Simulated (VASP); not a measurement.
The input files of a VASP run:

### KPOINTS
```
K-points
0
Gamma
 6 6 6
```

**INCAR**
```
SYSTEM  =  PbF2
PREC  =  Accurate; ENCUT  =  520; LREAL  =  F
LASPH  =  T
EDIFF  =  1E-6; NELM  =  100; ALGO  =  Normal
LMAXMIX  =  4
ISMEAR  =  0; SIGMA  =  0.05
GGA  =  MK; LUSE_VDW  =  T; AGGAC  =  0.0
PARAM1  =  0.1234; PARAM2  =  1.0
IBRION  =  2; NSW  =  60; ISIF  =  3
EDIFFG  =  -0.02
LWAVE  =  F; LCHARG  =  F
```

**POSCAR**
```
PbF2
1
    0.0000000000     2.9420447209     2.9420447209
    2.9420447209     0.0000000000     2.9420447209
    2.9420447209     2.9420447209     0.0000000000
Pb F
1 2
Direct
  1.0000000000   1.0000000000   0.0000000000
  0.2500000000   0.2500000000   0.2500000000
  0.7500000000   0.7500000000   0.7500000000
```

POTCAR, in this order: Pb_d F (PBE.64 set). Program: vasp_std.

Question: Write an equivalent input for Quantum ESPRESSO's pw.x.

Answer: One equivalent input (not run):
```
&CONTROL
  calculation = 'vc-relax'
  pseudo_dir = './pseudo'
  outdir = './out'
  tprnfor = .true.
  tstress = .true.
  nstep = 60
  forc_conv_thr = 0.00078
/
&SYSTEM
  ibrav = 0
  nat = 3
  ntyp = 2
  ecutwfc = 84
  occupations = 'smearing'
  smearing = 'gaussian'
  degauss = 0.003675
  input_dft = 'vdw-df-ob86'
/
&ELECTRONS
  conv_thr = 7.3e-08
  electron_maxstep = 100
/
&IONS
/
&CELL
/
ATOMIC_SPECIES
  Pb 207.200 Pb.upf
  F 18.998 F.upf
CELL_PARAMETERS angstrom
     0.0000000    2.9420447    2.9420447
     2.9420447    0.0000000    2.9420447
     2.9420447    2.9420447    0.0000000
ATOMIC_POSITIONS crystal
  Pb   1.0000000  1.0000000  0.0000000
  F    0.2500000  0.2500000  0.2500000
  F    0.7500000  0.7500000  0.7500000
K_POINTS automatic
  6 6 6 0 0 0
```
Limits of the translation: the potentials are each code's own (VASP's PAW set, PseudoDojo norm-conserving files in pw.x), so ENCUT and ecutwfc are chosen apart and not converted; conv_thr bounds pw.x's estimated SCF error, while EDIFF bounds the energy change between steps; forc_conv_thr acts on force components and is met together with etot_conv_thr.

The compound is PbF2 in the fluorite structure, the β form. This run relaxes it. Symmetry was kept, so distortions that lower it aren't found.
